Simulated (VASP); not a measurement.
Consider the following.

```xyz
2
Lattice="3.1539 0.0000 0.0000 0.0000 3.1539 0.0000 0.0000 0.0000 3.1539" Properties=species:S:1:pos:R:3 pbc="T T T"
In     1.5769     1.5769     1.5769
Pd     0.0000     0.0000     0.0000
```

Calculation: LDA (Ceperley-Alder, Perdew-Zunger), VASP's LDA PAW potentials (set 64) (plane waves; VASP 6.6.1). Numerical set-up: 520 eV cut-off, 11×11×11 Γ-centred mesh, first-order Methfessel-Paxton smearing of 0.10 eV, potentials In_d Pd.

Q: Give the stress tensor in GPa (positive for a compressed cell).

A: 
```
10.76   0.00   0.00
 0.00  10.76   0.00
 0.00   0.00  10.76
```
The pressure is its mean diagonal, 10.76 GPa.

The compound is PdIn in the CsCl type structure. This cell is one point of a volume scan, at 0.94 of the reference volume. The electron count is odd and the run is not spin-polarised, which forces a metal.
